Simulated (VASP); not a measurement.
# Rb2LuH2 (P-3m1) in VASP: settings compared

One crystal, Rb2LuH2, is run at these levels: LDA, BLYP; tasks: relaxation of cell and atoms.

Program: VASP 6.6.1. These are calculated values, not measurements. Logs are shortened: lines on timing, memory, paths and dates and some standing lists are left out, and cuts for length are marked.

## (1) The crystal as given

Symmetry: P-3m1, No. 164, trigonal system. The conventional cell has a = 3.842 Å, b = 3.842 Å, c = 11.465 Å, α = 90.00°, β = 90.00°, γ = 120.00°. Around Rb (site symmetry 3m) lie 3 H at 3.53 Å and 6 Rb at 3.84 Å. Lu (site symmetry -3m) is surrounded by 6 H at 2.33 Å. H (site symmetry 3m) has 3 Lu at 2.33 Å and 3 H at 2.63 Å as nearest neighbours.

The cell was built by a generator and needn't be a form met in nature.

## (2) Relaxation of cell and atoms, LDA

INCAR

```
SYSTEM = Rb2LuH2
PREC     = Accurate       ! precision mode
ENCUT    = 600            ! plane-wave cutoff, eV
EDIFF    = 1E-6           ! SCF threshold, eV
ISMEAR   = -1             ! smearing method
SIGMA    = 0.05           ! smearing width, eV
LREAL    = .False.        ! projectors in reciprocal space
LASPH    = .True.         ! aspherical terms in the spheres
NELM     = 100            ! most SCF steps
ALGO     = Normal         ! electronic algorithm
ISIF     = 3              ! what is computed and relaxed
LWAVE    = .False.        ! write WAVECAR
LCHARG   = .False.        ! write CHGCAR
GGA      = CA             ! functional
IBRION   = 2              ! ionic algorithm
NSW      = 40             ! ionic steps
EDIFFG   = -0.01          ! ionic threshold
PSTRESS  = 0
```

KPOINTS

```
Automatic mesh
0
Gamma
  6 6 3
  0 0 0
```

POSCAR

```
Rb2LuH2
1.0
    3.8418600000      0.0000000000      0.0000000000
   -1.9209300000      3.3271500000      0.0000000000
    0.0000000000      0.0000000000     11.4651800000
Rb Lu H
2 1 2
Direct
    0.3333300000      0.6666700000      0.6988200000
    0.6666700000      0.3333300000      0.3011800000
    0.0000000000      0.0000000000      0.0000000000
    0.6666700000      0.3333300000      0.9386300000
    0.3333300000      0.6666700000      0.0613700000
```

Potentials or basis: VASP PAW PBE potentials, release 64 (Rb_sv, Lu, H).

Launch:

```bash
$ cat potpaw_PBE.64/Rb_sv/POTCAR potpaw_PBE.64/Lu/POTCAR potpaw_PBE.64/H/POTCAR > POTCAR
$ mpirun -np 1 vasp_std > vasp.out
```

OUTCAR:

```text
SYSTEM = Rb2LuH2
   PREC = Accurate
   ENCUT = 600
   EDIFF = 1E-6
   ISMEAR = -1
   LREAL = .False.
   LASPH = .True.
   NELM = 100
   ISIF = 3
   GGA = CA
   IBRION = 2
   NSW = 40
   EDIFFG = -0.01
   PSTRESS = 0

 ion  position               nearest neighbor table
   1  0.333  0.667  0.699-   3 4.10   3 4.10   3 4.10   2 5.07   2 5.07   2 5.07
   2  0.667  0.333  0.301-   3 4.10   3 4.10   3 4.10   1 5.07   1 5.07   1 5.07
   3  0.000  0.000  0.000-   4 2.33   5 2.33   4 2.33   5 2.33   4 2.33   5 2.33   1 4.10   2 4.10
                             1 4.10   2 4.10   2 4.10   1 4.10
   4  0.667  0.333  0.939-   3 2.33   3 2.33   3 2.33
   5  0.333  0.667  0.061-   3 2.33   3 2.33   3 2.33

  LATTYP: Found a hexagonal cell.
 ALAT       =     3.8418600000
 C/A-ratio  =     2.9842784485

  Lattice vectors:

 A1 = (   3.8418600000,   0.0000000000,   0.0000000000)
 A2 = (  -1.9209300000,   3.3271500000,   0.0000000000)
 A3 = (   0.0000000000,   0.0000000000,  11.4651800000)

Analysis of symmetry for initial positions (statically):
=====================================================================
 Subroutine PRICEL returns:
 Original cell was already a primitive cell.

 Routine SETGRP: Setting up the symmetry group for a
 hexagonal supercell.

 Subroutine GETGRP returns: Found  4 space group operations
 (whereof  4 operations were pure point group operations)
 out of a pool of 24 trial point group operations.

The static configuration has the point symmetry C_2h.

Analysis of symmetry for dynamics (positions and initial velocities):
=====================================================================
 Subroutine PRICEL returns:
 Original cell was already a primitive cell.

 Routine SETGRP: Setting up the symmetry group for a
 hexagonal supercell.

 Subroutine GETGRP returns: Found  4 space group operations
 (whereof  4 operations were pure point group operations)
 out of a pool of 24 trial point group operations.

The dynamic configuration has the point symmetry C_2h.

 Subroutine INISYM returns: Found  4 space group operations
 (whereof  4 operations are pure point group operations),
 and found     1 'primitive' translations

----------------------------------------------------------------------------------------

                                     Primitive cell

  volume of cell :     146.5530

  direct lattice vectors                    reciprocal lattice vectors
     3.841860000  0.000000000  0.000000000     0.260290588  0.150278767  0.000000000
    -1.920930000  3.327150000  0.000000000     0.000000000  0.300557534  0.000000000
     0.000000000  0.000000000 11.465180000     0.000000000  0.000000000  0.087220611

  length of vectors
     3.841860000  3.841861422 11.465180000     0.300557645  0.300557534  0.087220611

  position of ions in fractional coordinates (direct lattice)
     0.333330000  0.666670000  0.698820000
     0.666670000  0.333330000  0.301180000
     0.000000000  0.000000000  0.000000000
     0.666670000  0.333330000  0.938630000
     0.333330000  0.666670000  0.061370000

  ion indices of the primitive-cell ions
   primitive index   ion index
                 1           1
                 2           2
                 3           3
                 4           4
                 5           5

----------------------------------------------------------------------------------------

 KPOINTS: Automatic mesh

Automatic generation of k-mesh.
 Grid dimensions read from file:
 generate k-points for:    6    6    3

 Generating k-lattice:

  Cartesian coordinates                     Fractional coordinates (reciprocal lattice)
     0.043381765  0.025046461  0.000000000     0.166666667  0.000000000  0.000000000
     0.000000000  0.050092922  0.000000000     0.000000000  0.166666667  0.000000000
     0.000000000  0.000000000  0.029073537     0.000000000  0.000000000  0.333333333

  Length of vectors
     0.050092941  0.050092922  0.029073537

  Shift w.r.t. Gamma in fractional coordinates (k-lattice)
     0.000000000  0.000000000  0.000000000

 Subroutine IBZKPT returns following result:
 ===========================================

 Found     34 irreducible k-points:

 Following reciprocal coordinates:
            Coordinates               Weight
  0.000000  0.000000  0.000000      1.000000
  0.166667 -0.000000  0.000000      4.000000
 -0.166667  0.166667  0.000000      2.000000
  0.333333 -0.000000  0.000000      4.000000
 -0.333333  0.333333  0.000000      2.000000
  0.500000 -0.000000  0.000000      2.000000
[... 16 lines left out ...]
  0.500000 -0.000000  0.333333      4.000000
  0.500000  0.500000  0.333333      2.000000
 [... further k-points ...]
   k-points           NKPTS =     34   k-points in BZ     NKDIM =     34   number of bands    NBANDS=     27
   number of dos      NEDOS =    301   number of ions     NIONS =      5
   total plane-waves  NPLWV =  98304
   dimension x,y,z NGX =    32 NGY =   32 NGZ =   96
   dimension x,y,z NGXF=    64 NGYF=   64 NGZF=  192
   ions per type =               2   1   2
   NGX,Y,Z   is equivalent  to a cutoff of  13.85, 13.85, 13.92 a.u.
   NGXF,Y,Z  is equivalent  to a cutoff of  27.69, 27.69, 27.84 a.u.
 SYSTEM =  Rb2LuH2
   PREC   = accura    normal or accurate (medium, high low for compatibility)
   ISTART =      0    job   : 0-new  1-cont  2-samecut
   ICHARG =      2    charge: 1-file 2-atom 10-const
   ISPIN  =      1    spin polarized calculation?
   LNONCOLLINEAR =      F non collinear calculations
   LSORBIT =      F    spin-orbit coupling
   LASPH  =      T    aspherical Exc in radial PAW
   ENCUT  =  600.0 eV  44.10 Ry    6.64 a.u.   7.67  7.67 22.90*2*pi/ulx,y,z
   NELM   =    100;   NELMIN=  2; NELMDL= -5     # of ELM steps
   EDIFF  = 0.1E-05   stopping-criterion for ELM
   LREAL  =      F    real-space projection
   EDIFFG = -.1E-01   stopping-criterion for IOM
   NSW    =     40    number of steps for IOM
   IBRION =      2    ionic relax: 0-MD 1-quasi-New 2-CG
   NFREE  =      1    steps in history (QN), initial steepest desc. (CG)
   ISIF   =      3    stress and relaxation
   ISYM   =      2    0-nonsym 1-usesym 2-fastsym
   POTIM  = 0.5000    time-step for ionic-motion
   TEBEG  =    0.0;   TEEND  =   0.0 temperature during run
   PSTRESS=    0.0 pullay stress
   NELECT =      45.0000    total number of electrons
   NUPDOWN=      -1.0000    fix difference up-down
   EMIN   =  10.00;   EMAX   =-10.00  energy-range for DOS
   EFERMI =   0.00;   METHOD = LEGACY
   ISMEAR =    -1;   SIGMA  =   0.05  broadening in eV -4-tet -1-fermi 0-gaus
   EFERMI_NEDOS =   21; number of points for ismear=-14 and -15
   IALGO  =     38    algorithm
   IMIX   =      4    mixing-type and parameters
     AMIX     =   0.40;   BMIX     =  1.00
     AMIX_MAG =   1.60;   BMIX_MAG =  1.00
  volume/ion in A,a.u.               =      29.31       197.80
  Fermi-wavevector in a.u.,A,eV,Ry     =   1.104453  2.087114 16.596623  1.219817
  Thomas-Fermi vector in A             =   2.240926
   LORBIT       =      0    0 simple, 1 ext, 2 COOP (PROOUT), +10 PAW based schemes
   GGA     = CA    functional components
   LHFCALC =     F    Hartree Fock is set to
   AEXX    =    0.0000 exact exchange contribution
   IVDW    =     0    specifies the selected vdW correction
   LEPSILON=     F    determine dielectric tensor
   LRPA    =     F    only Hartree local field effects (RPA)
 conjugate gradient relaxation of ions
 non-spin polarized calculation
  energy-cutoff  :      600.00
  volume of cell :      146.55
 maximum number of plane-waves:      4935
   NGX = 15   NGY = 15   NGZ = 45

--------------------------------------- Ionic step        1  -------------------------------------------

 number of electron      45.0000003 magnetization

 Free energy of the ion-electron system (eV)
  ---------------------------------------------------
  ext. energy  EPLUGINS =         0.00000000
  ---------------------------------------------------
  free energy    TOTEN  =       -14.02648051 eV

  energy without entropy =      -14.01235229  energy(sigma->0) =      -14.01941640

------------------------ aborting loop because EDIFF is reached ----------------------------------------

  FORCE on cell =-STRESS in cart. coord.  units (eV):
  Direction    XX          YY          ZZ          XY          YZ          ZX
  --------------------------------------------------------------------------------------
  -------------------------------------------------------------------------------------
  Total       -2.0163085     -2.0164410     -1.3752303     -0.0001130     -0.0000503      0.0000871
  in kB      -22.0431051    -22.0445537    -15.0345773     -0.0012357     -0.0005500      0.0009526
  external PRESSURE =     -19.7074120 kB  Pullay stress =       0.0000000 kB
[... 98 lines left out ...]
  FREE ENERGIE OF THE ION-ELECTRON SYSTEM (eV)
  ---------------------------------------------------
  free  energy   TOTEN  =       -14.1228170810 eV

  energy  without entropy=      -14.1022871886  energy(sigma->0) =      -14.11255213

[... ionic steps 4 to 16 ...]

--------------------------------------- Ionic step       17  -------------------------------------------

 number of electron      45.0000008 magnetization

------------------------ aborting loop because EDIFF is reached ----------------------------------------

  FORCE on cell =-STRESS in cart. coord.  units (eV):
  Direction    XX          YY          ZZ          XY          YZ          ZX
  --------------------------------------------------------------------------------------
  -------------------------------------------------------------------------------------
  Total        0.0792781      0.0790996     -0.0496623     -0.0001546     -0.0011263      0.0019510
  in kB        0.9810594      0.9788512     -0.6145662     -0.0019131     -0.0139384      0.0241429
  external PRESSURE =       0.4484481 kB  Pullay stress =       0.0000000 kB
[... 63 lines left out ...]
  energy  without entropy=      -14.1081877840  energy(sigma->0) =      -14.12080916

--------------------------------------- Ionic step       19  -------------------------------------------

 number of electron      45.0000007 magnetization

 Free energy of the ion-electron system (eV)
  ---------------------------------------------------
  ext. energy  EPLUGINS =         0.00000000
  ---------------------------------------------------
  free energy    TOTEN  =       -14.13365896 eV

  energy without entropy =      -14.10807567  energy(sigma->0) =      -14.12086731

 E-fermi :   1.8645     XC(G=0):  -8.5479

 val. band max:        1.8354787633   @ k =   0.0000   0.3333   0.3333
 cond. band min:       1.9354966018   @ k =   0.5000   0.5000   0.3333
 fundamental gap:      0.1000178385
 Fermi energy:         1.8645269726

 k-point     1 :       0.0000    0.0000    0.0000
  band No.  band energies     occupation
      1     -54.5298      2.00000
      2     -26.9791      2.00000
      3     -26.9765      2.00000
      4     -25.5197      2.00000
      5     -25.2305      2.00000
      6     -25.2303      2.00000
[... 709 lines left out ...]
     26       3.4450      0.00000
     27       3.9630      0.00000

 [... further k-points ...]

------------------------ aborting loop because EDIFF is reached ----------------------------------------

  FORCE on cell =-STRESS in cart. coord.  units (eV):
  Direction    XX          YY          ZZ          XY          YZ          ZX
  --------------------------------------------------------------------------------------
  -------------------------------------------------------------------------------------
  Total        0.0327735      0.0395775     -0.0014521      0.0058924     -0.0007122      0.0012336
  in kB        0.4055927      0.4897960     -0.0179708      0.0729218     -0.0088145      0.0152661
  external PRESSURE =       0.2924727 kB  Pullay stress =       0.0000000 kB
[... 20 lines left out ...]
  FREE ENERGIE OF THE ION-ELECTRON SYSTEM (eV)
  ---------------------------------------------------
  free  energy   TOTEN  =       -14.1336589561 eV

  energy  without entropy=      -14.1080756708  energy(sigma->0) =      -14.12086731

 reached required accuracy - stopping structural energy minimisation
```

Wall time 36 min (1 thread of Intel Xeon Platinum 8488C (Sapphire Rapids), shared host); peak memory 0.41 GiB.

Results:

| Property | Result |
| --- | --- |
| Free energy | -14.1337 eV |
| Relaxed volume | 25.89 Å³/atom |
| Relaxed cell | a = 3.700 Å, b = 3.700 Å, c = 10.921 Å, α = 89.97°, β = 90.03°, γ = 120.01° |
| Space group after relaxing (to 0.05 Å) | P-3m1 (No. 164) |
| Energy gained by relaxing | 21.4 meV/atom |
| Ionic steps | 19 |
| Pressure after relaxing | 0.0 GPa |
| Largest force after relaxing | 0.006 eV/Å |
| Band gap on the k mesh | none (metal or under the smearing width) |

Forces in eV/Å, atoms in the order of the input:
```
Rb   0.000  0.000 -0.002
Rb   0.000  0.000  0.002
Lu   0.000  0.000  0.000
H    0.000  0.000 -0.006
H    0.000  0.000  0.006
```

The path:
```tsv
step	energy change (eV)	largest force (eV/Å)	pressure (GPa)	volume (Å³)
1	0.0000	0.1115	-1.97	146.55
2	-0.0737	0.0652	-1.04	139.04
3	-0.0963	0.0704	-0.06	132.67
4	-0.0963	0.0735	-0.07	132.40
5	-0.0961	0.0797	0.07	131.87
6	-0.0986	0.0784	0.07	131.43
7	-0.1023	0.0734	0.09	130.34
8	-0.0988	0.0590	0.15	128.10
9	-0.1028	0.0697	0.14	129.64
10	-0.1042	0.0498	-0.04	130.45
11	-0.1044	0.0403	-0.07	130.84
12	-0.1039	0.0211	-0.28	131.62
13	-0.1044	0.0362	-0.14	131.00
14	-0.1054	0.0283	-0.14	130.83
15	-0.1066	0.0067	-0.13	130.31
16	-0.1069	0.0120	0.07	129.20
17	-0.1070	0.0100	0.04	129.47
18	-0.1070	0.0095	0.03	129.54
19	-0.1072	0.0063	0.03	129.46
```

Final structure:
```yaml
crystal:
  lattice:
    - [3.69994, -0.00038, -0.00088]
    - [-1.85030, 3.20405, 0.00088]
    - [-0.00259, 0.00150, 10.92136]
  atoms:
    - { symbol: Rb, position: [0.33333, 0.66667, 0.69952] }
    - { symbol: Rb, position: [0.66667, 0.33333, 0.30048] }
    - { symbol: Lu, position: [0.00000, 0.00000, 0.00000] }
    - { symbol: H, position: [0.66664, 0.33336, 0.93230] }
    - { symbol: H, position: [0.33336, 0.66664, 0.06770] }
```

Levels at points of the mesh, in eV from the Fermi level:
| k point | band 19 | band 20 | band 21 | band 22 | band 23 | band 24 | band 25 | band 26 | band 27 |
| --- | --- | --- | --- | --- | --- | --- | --- | --- | --- |
| (0.00, 0.00, 0.00) | -5.46 | -5.37 | -3.12 | -2.21 | -0.26 | 0.29 | 1.49 | 1.49 | 1.91 |
| (0.50, 0.00, 0.00) | -5.40 | -5.00 | -3.96 | -1.02 | 0.09 | 0.29 | 0.96 | 1.76 | 2.02 |
| (0.50, 0.50, 0.00) | -5.40 | -5.00 | -3.97 | -1.02 | 0.09 | 0.29 | 0.96 | 1.76 | 2.02 |

Caveat: the PAW data sets were made with another functional, which shifts forces and pressure a little. The run has no spin-orbit coupling, so splittings on Lu are missing.

## (3) Relaxation of cell and atoms, LDA, target pressure 2 GPa, at which the enthalpy is minimised

INCAR: that of step 2 with these lines changed.

```diff
@@ -17,2 +17,2 @@
 EDIFFG   = -0.01          ! ionic threshold
-PSTRESS  = 0
+PSTRESS  = 20
```

KPOINTS is that of step 2.

POSCAR is that of step 2.

Potentials or basis: VASP PAW PBE potentials, release 64 (Rb_sv, Lu, H).

Launch:

```bash
$ cat potpaw_PBE.64/Rb_sv/POTCAR potpaw_PBE.64/Lu/POTCAR potpaw_PBE.64/H/POTCAR > POTCAR
$ mpirun -np 1 vasp_std > vasp.out
```

Wall time 50 min (1 thread of Intel Xeon Platinum 8488C (Sapphire Rapids), shared host); peak memory 0.4 GiB.

It converged, with:

- Free energy: -14.0312 eV
- Relaxed volume: 22.40 Å³/atom
- Relaxed cell: a = 3.567 Å, b = 3.567 Å, c = 10.160 Å, α = 89.93°, β = 90.07°, γ = 119.99°
- Space group after relaxing (to 0.05 Å): P-3m1 (No. 164)
- Energy change on relaxing (the enthalpy is what falls): -0.9 meV/atom
- Ionic steps: 24
- Pressure after relaxing: 2.0 GPa
- Largest force after relaxing: 0.006 eV/Å
- Band gap on the k mesh: none (metal or under the smearing width)

Forces on the atoms (eV/Å):
```
Rb   0.000  0.000  0.002
Rb   0.000  0.000 -0.002
Lu   0.000  0.000  0.000
H    0.001 -0.001  0.006
H   -0.001  0.001 -0.006
```

Step by step:
```tsv
step	energy change (eV)	largest force (eV/Å)	pressure (GPa)	volume (Å³)
1	0.0000	0.1115	-1.97	146.55
2	-0.0984	0.0758	0.08	131.68
3	-0.0637	0.1702	1.48	124.18
4	-0.0415	0.2000	1.88	122.11
5	-0.0467	0.1940	1.82	121.27
6	-0.0427	0.1668	1.82	118.65
7	0.0648	0.1917	2.23	113.10
8	-0.0285	0.1549	1.86	117.38
9	-0.0225	0.1485	2.08	116.11
10	0.0066	0.1323	2.51	112.35
11	0.1221	0.1427	3.49	105.08
12	0.0251	0.1282	2.72	110.74
13	0.0075	0.0795	2.37	111.54
14	-0.0066	0.0728	1.95	112.46
15	-0.0057	0.0698	1.95	112.39
16	-0.0061	0.0646	1.98	112.33
17	-0.0058	0.0489	2.02	112.16
18	0.0003	0.0205	2.00	111.80
19	-0.0049	0.0400	2.02	112.06
20	-0.0067	0.0231	1.98	112.15
21	-0.0082	0.0143	1.93	112.26
22	-0.0078	0.0106	1.93	112.23
23	-0.0019	0.0043	2.07	111.76
24	-0.0047	0.0063	2.03	111.98
```

Final structure:
```xyz
5
Lattice="3.5672 0.0002 -0.0020 -1.7834 3.0894 0.0020 -0.0059 0.0034 10.1604" Properties=species:S:1:pos:R:3 pbc="T T T"
Rb   -0.0041    2.0621    7.0317
Rb    1.7820    1.0309    3.1286
Lu    0.0000    0.0000    0.0000
H     1.7768    1.0339    9.2804
H     0.0011    2.0592    0.8800
```

Levels at points of the mesh, in eV from the Fermi level:
| k point | band 18 | band 19 | band 20 | band 21 | band 22 | band 23 | band 24 | band 25 | band 26 | band 27 |
| --- | --- | --- | --- | --- | --- | --- | --- | --- | --- | --- |
| (0.00, 0.00, 0.00) | -5.36 | -5.36 | -5.26 | -3.60 | -2.26 | -0.08 | 0.50 | 1.53 | 1.53 | 2.08 |
| (0.50, 0.00, 0.00) | -5.33 | -5.31 | -5.30 | -4.07 | -1.31 | -0.10 | 0.09 | 0.78 | 1.75 | 2.15 |
| (0.50, 0.50, 0.00) | -5.33 | -5.31 | -5.30 | -4.07 | -1.31 | -0.10 | 0.09 | 0.78 | 1.76 | 2.15 |

Caveat: the cell is relaxed towards a set pressure, so the enthalpy falls and the energy may rise; the volume moved by over 15 % at a fixed basis, so the end points are rough; the PAW data sets were made with another functional, which shifts forces and pressure a little. The run has no spin-orbit coupling, so splittings on Lu are missing.

[end of part 1 of 3]
